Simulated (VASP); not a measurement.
A run of VASP 6.6.1:

File INCAR:

```
SYSTEM = MgZr2O3
PREC = Normal
ENCUT = 520
EDIFF = 1E-4
ISMEAR = 0
SIGMA = 0.15
LREAL = .FALSE.
LASPH = .TRUE.
NELM = 60
ALGO = Fast
ISIF = 3
LWAVE = .FALSE.
LCHARG = .FALSE.
GGA = PE
IBRION = 2
NSW = 24
EDIFFG = -0.08
```

File KPOINTS:

```
Automatic mesh
0
G
  4 4 2
  0 0 0
```

POSCAR

```
MgZr2O3
1.0
    2.4307048400     -2.4976986900      0.0000000000
    2.4307048400      2.4976986900      0.0000000000
    0.0000000000      0.0000000000      7.9320608300
Mg Zr O
1 2 3
Direct
    0.0000000000      0.0000000000      0.0000000000
    0.5000000000      0.5000000000      0.0000000000
    0.0000000000      0.0000000000      0.5000000000
    0.5000000000      0.5000000000      0.2570894000
    0.5000000000      0.5000000000      0.7429106000
    0.5000000000      0.5000000000      0.5000000000
```

Potentials or basis: VASP PAW PBE potentials, release 64 (Mg, Zr_sv, O).

Run with:

```bash
$ cat potpaw_PBE.64/Mg/POTCAR potpaw_PBE.64/Zr_sv/POTCAR potpaw_PBE.64/O/POTCAR > POTCAR
$ mpirun -np 1 vasp_std > vasp.out
```

Hardware: 1 thread of AMD EPYC 9R45 96-Core Processor (Zen 5), on a shared host.

Problem. Estimate the wall time of this run.

Solution. It took 2.2 min on 1 thread of AMD EPYC 9R45 96-Core Processor (Zen 5), with other jobs on the host, peak memory 0.15 GiB. Counts: scf iterations 155, k points 14, ion steps 10.
